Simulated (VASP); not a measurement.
Consider the following.

```yaml
crystal:
  lattice:
    - [2.82931, 0.00000, 0.00000]
    - [0.00000, 2.78428, 0.00000]
    - [0.00000, 0.00000, 3.96764]
  atoms:
    - { symbol: Ti, position: [0.00000, 0.00000, 0.00000] }
    - { symbol: Al, position: [0.52424, 0.50000, 0.50000] }
```

These are PBE GGA + U (Dudarev), VASP's PBE PAW potentials (set 64) (plane waves; VASP 6.6.1) values and carry that method's errors. Run with 400 eV cut-off, 12×12×8 Γ-centred mesh, first-order Methfessel-Paxton smearing of 0.10 eV, potentials Ti_sv Al, U − J: Ti 1.00 eV.

**Question.** Which forces act on the atoms, in eV/Å?

**Answer.** 
```csv
atom,Fx,Fy,Fz
Ti1,0.356,0.000,0.000
Al2,-0.356,0.000,0.000
```

**Question.** Give the stress tensor in GPa (positive for a compressed cell).

**Answer.** 
```
3.64  0.00  0.00
0.00  6.56  0.00
0.00  0.00  6.86
```
The pressure is its mean diagonal, 5.69 GPa.

The compound is TiAl in the L1_0 structure. The cell was not relaxed at this level, atoms are displaced from their ideal sites. The run is one of a series of settings (LDAU = .TRUE., LDAUJ = 0 0, LDAUL = 2 -1, LDAUTYPE = 2, LDAUU = 1.0 0 against the base run), some of them coarse on purpose. The electron count is odd and the run is not spin-polarised, which forces a metal.
